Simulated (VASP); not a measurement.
# BaTiH3 (Pm-3m) in VASP: notebook, part 2 of 3

VASP 6.6.1.

### Step 3. Relaxation of cell and atoms, PBE

This run uses another cell than the first one, of 13.64 Å³/atom, 1.569 times its volume.

Contents of INCAR:

```
PREC     = Accurate       # precision mode
ENCUT    = 600            # plane-wave cutoff, eV
EDIFF    = 1E-7           # SCF threshold, eV
ISMEAR   = 0              # smearing method
SIGMA    = 0.03           # smearing width, eV
LREAL    = F              # projectors in reciprocal space
LASPH    = T              # aspherical terms in the spheres
NELM     = 80             # most SCF steps
ALGO     = Normal         # electronic algorithm
ISIF     = 3              # what is computed and relaxed
LWAVE    = F              # write WAVECAR
LCHARG   = F              # write CHGCAR
GGA      = PE             # functional
IBRION   = 2              # ionic algorithm
NSW      = 90             # ionic steps
EDIFFG   = -0.005         # ionic threshold
```

Contents of KPOINTS:

```
Automatic mesh
0
Gamma
  8 8 8
```

Contents of POSCAR:

```
BaTiH3                                  
1.0
    4.0858169587      0.0000000000      0.0000000000
    0.0000000000      4.0858169587      0.0000000000
   -0.0000000000      0.0000000000      4.0858169587
  Ba              Ti              H             
     1     1     3
Direct
     0.5000000000000000    0.5000000000000000    0.5000000000000000
     0.0000000000000000    0.0000000000000000    0.0000000000000000
     0.5000000000000000    0.0000000000000000    0.0000000000000000
     0.0000000000000000    0.5000000000000000    0.0000000000000000
     0.0000000000000000    0.0000000000000000    0.5000000000000000
```

Potentials or basis: VASP PAW PBE potentials, release 64 (Ba_sv, Ti_sv, H).

Launch:

```sh
> cat potpaw_PBE.64/Ba_sv/POTCAR potpaw_PBE.64/Ti_sv/POTCAR potpaw_PBE.64/H/POTCAR > POTCAR
> mpirun -np 1 vasp_std > vasp.out
```

OUTCAR:

```text
PREC = Accurate
   ENCUT = 600
   EDIFF = 1E-7
   ISMEAR = 0
   LREAL = F
   LASPH = T
   NELM = 80
   ISIF = 3
   GGA = PE
   IBRION = 2
   NSW = 90
   EDIFFG = -0.005

 ion  position               nearest neighbor table
   1  0.500  0.500  0.500-   2 3.54   2 3.54   2 3.54   2 3.54   2 3.54   2 3.54   2 3.54   2 3.54

   2  0.000  0.000  0.000-   1 3.54   1 3.54   1 3.54   1 3.54   1 3.54   1 3.54   1 3.54   1 3.54

   3  0.500  0.000  0.000-
   4  0.000  0.500  0.000-
   5  0.000  0.000  0.500-

  LATTYP: Found a simple cubic cell.
 ALAT       =     4.0858169587

  Lattice vectors:

 A1 = (   4.0858169587,   0.0000000000,   0.0000000000)
 A2 = (   0.0000000000,   4.0858169587,   0.0000000000)
 A3 = (   0.0000000000,   0.0000000000,   4.0858169587)

Analysis of symmetry for initial positions (statically):
=====================================================================
 Subroutine PRICEL returns:
 Original cell was already a primitive cell.

 Routine SETGRP: Setting up the symmetry group for a
 simple cubic supercell.

 Subroutine GETGRP returns: Found 48 space group operations
 (whereof 48 operations were pure point group operations)
 out of a pool of 48 trial point group operations.

The static configuration has the point symmetry O_h .

Analysis of symmetry for dynamics (positions and initial velocities):
=====================================================================
 Subroutine PRICEL returns:
 Original cell was already a primitive cell.

 Routine SETGRP: Setting up the symmetry group for a
 simple cubic supercell.

 Subroutine GETGRP returns: Found 48 space group operations
 (whereof 48 operations were pure point group operations)
 out of a pool of 48 trial point group operations.

The dynamic configuration has the point symmetry O_h .

 Subroutine INISYM returns: Found 48 space group operations
 (whereof 48 operations are pure point group operations),
 and found     1 'primitive' translations

----------------------------------------------------------------------------------------

                                     Primitive cell

  volume of cell :      68.2082

  direct lattice vectors                    reciprocal lattice vectors
     4.085816959  0.000000000  0.000000000     0.244749094  0.000000000  0.000000000
     0.000000000  4.085816959  0.000000000     0.000000000  0.244749094  0.000000000
     0.000000000  0.000000000  4.085816959     0.000000000  0.000000000  0.244749094

  length of vectors
     4.085816959  4.085816959  4.085816959     0.244749094  0.244749094  0.244749094

  position of ions in fractional coordinates (direct lattice)
     0.500000000  0.500000000  0.500000000
     0.000000000  0.000000000  0.000000000
     0.500000000  0.000000000  0.000000000
[... 116 lines left out ...]
  energy-cutoff  :      600.00
  volume of cell :       68.21
 maximum number of plane-waves:      2301
 NGX is ok and might be reduce to    36
   NGX = 17   NGY = 17   NGZ = 17

--------------------------------------- Ionic step        1  -------------------------------------------

 number of electron      25.0000003 magnetization

 Free energy of the ion-electron system (eV)
  ---------------------------------------------------
  ext. energy  EPLUGINS =         0.00000000
  ---------------------------------------------------
  free energy    TOTEN  =       -20.60431058 eV

  energy without entropy =      -20.59693773  energy(sigma->0) =      -20.60062415

------------------------ aborting loop because EDIFF is reached ----------------------------------------

  FORCE on cell =-STRESS in cart. coord.  units (eV):
  Direction    XX          YY          ZZ          XY          YZ          ZX
  --------------------------------------------------------------------------------------
  -------------------------------------------------------------------------------------
  Total        0.0408625      0.0408625      0.0408625     -0.0000000     -0.0000000      0.0000000
  in kB        0.9598387      0.9598387      0.9598387     -0.0000000     -0.0000000      0.0000000
  external PRESSURE =       0.9598387 kB  Pullay stress =       0.0000000 kB

 VOLUME and BASIS-vectors are now :
 -----------------------------------------------------------------------------
  energy-cutoff  :      600.00
  volume of cell :       68.21
      direct lattice vectors                 reciprocal lattice vectors
     4.085816959  0.000000000  0.000000000     0.244749094  0.000000000  0.000000000
     0.000000000  4.085816959  0.000000000     0.000000000  0.244749094  0.000000000
     0.000000000  0.000000000  4.085816959     0.000000000  0.000000000  0.244749094

 POSITION                                       TOTAL-FORCE (eV/Angst)
 -----------------------------------------------------------------------------------
      2.04291      2.04291      2.04291         0.000000      0.000000      0.000000
      0.00000      0.00000      0.00000         0.000000      0.000000      0.000000
      2.04291      0.00000      0.00000         0.000000      0.000000      0.000000
      0.00000      2.04291      0.00000         0.000000      0.000000      0.000000
      0.00000      0.00000      2.04291         0.000000      0.000000      0.000000
 -----------------------------------------------------------------------------------
    total drift:                                0.000000      0.000000      0.000000

  FREE ENERGIE OF THE ION-ELECTRON SYSTEM (eV)
  ---------------------------------------------------
  free  energy   TOTEN  =       -20.6043105759 eV

  energy  without entropy=      -20.5969377279  energy(sigma->0) =      -20.60062415

--------------------------------------- Ionic step        2  -------------------------------------------

 number of electron      25.0000002 magnetization

 Free energy of the ion-electron system (eV)
  ---------------------------------------------------
  ext. energy  EPLUGINS =         0.00000000
  ---------------------------------------------------
  free energy    TOTEN  =       -20.60434592 eV

  energy without entropy =      -20.59696084  energy(sigma->0) =      -20.60065338

 E-fermi :   4.5600     XC(G=0):  -9.7568

 val. band max:        4.5547903453   @ k =   0.2500   0.2500   0.2500
 cond. band min:       4.5635828353   @ k =   0.5000   0.2500   0.1250
 fundamental gap:      0.0087924900
 Fermi energy:         4.5600089240

 k-point     1 :       0.0000    0.0000    0.0000
  band No.  band energies     occupation
      1     -52.5681      2.00000
      2     -28.8645      2.00000
      3     -28.8645      2.00000
      4     -28.8645      2.00000
      5     -23.4813      2.00000
      6      -8.5324      2.00000
[... 433 lines left out ...]
      3     -28.8784      2.00000
      4     -28.8653      2.00000
      5     -23.3862      2.00000
      6      -9.1472      2.00000
[... 8 lines left out ...]
     15       5.4264      0.00000
     16       5.7258      0.00000

 [... further k-points ...]
[... 5 lines left out ...]
  --------------------------------------------------------------------------------------
  -------------------------------------------------------------------------------------
  Total        0.0170654      0.0170654      0.0170654     -0.0000000     -0.0000000      0.0000000
  in kB        0.4003839      0.4003839      0.4003839     -0.0000000     -0.0000000      0.0000000
  external PRESSURE =       0.4003839 kB  Pullay stress =       0.0000000 kB

 VOLUME and BASIS-vectors are now :
 -----------------------------------------------------------------------------
  energy-cutoff  :      600.00
  volume of cell :       68.29
      direct lattice vectors                 reciprocal lattice vectors
     4.087427844 -0.000000000  0.000000000     0.244652637  0.000000000  0.000000000
    -0.000000000  4.087427844 -0.000000000     0.000000000  0.244652637  0.000000000
    -0.000000000 -0.000000000  4.087427844     0.000000000  0.000000000  0.244652637

 POSITION                                       TOTAL-FORCE (eV/Angst)
 -----------------------------------------------------------------------------------
      2.04371      2.04371      2.04371        -0.000000     -0.000000      0.000000
      0.00000      0.00000      0.00000         0.000000     -0.000000      0.000000
      2.04371     -0.00000      0.00000         0.000000      0.000000      0.000000
     -0.00000      2.04371     -0.00000         0.000000      0.000000      0.000000
     -0.00000     -0.00000      2.04371         0.000000      0.000000      0.000000
 -----------------------------------------------------------------------------------
    total drift:                                0.000000      0.000000      0.000000

  FREE ENERGIE OF THE ION-ELECTRON SYSTEM (eV)
  ---------------------------------------------------
  free  energy   TOTEN  =       -20.6043459203 eV

  energy  without entropy=      -20.5969608379  energy(sigma->0) =      -20.60065338

 reached required accuracy - stopping structural energy minimisation
```

Wall time 64 s (1 thread of Intel Xeon Platinum 8259CL at 2.50GHz (Skylake/Cascade Lake), shared host); peak memory 0.24 GiB.

What came out:

```yaml
Free_energy: -20.6043 eV
Relaxed_volume: 13.66 Å³/atom
Relaxed_cell: a = 4.087 Å, b = 4.087 Å, c = 4.087 Å, α = 90.00°, β = 90.00°, γ = 90.00°
Space_group_after_relaxing_to_0.05_Å: Pm-3m (No. 221)
Energy_gained_by_relaxing: 0.0 meV/atom
Ionic_steps: 2
Pressure_after_relaxing: 0.0 GPa
Band_gap_on_the_k_mesh: none (metal or under the smearing width)
```

Final structure:
```
Ba Ti H
1.0
     4.08743    0.00000    0.00000
     0.00000    4.08743    0.00000
     0.00000    0.00000    4.08743
Ba Ti H
1 1 3
Direct
  0.50000 0.50000 0.50000
  0.00000 0.00000 0.00000
  0.50000 0.00000 0.00000
  0.00000 0.50000 0.00000
  0.00000 0.00000 0.50000
```

(Part 2 of 3 ends here.)
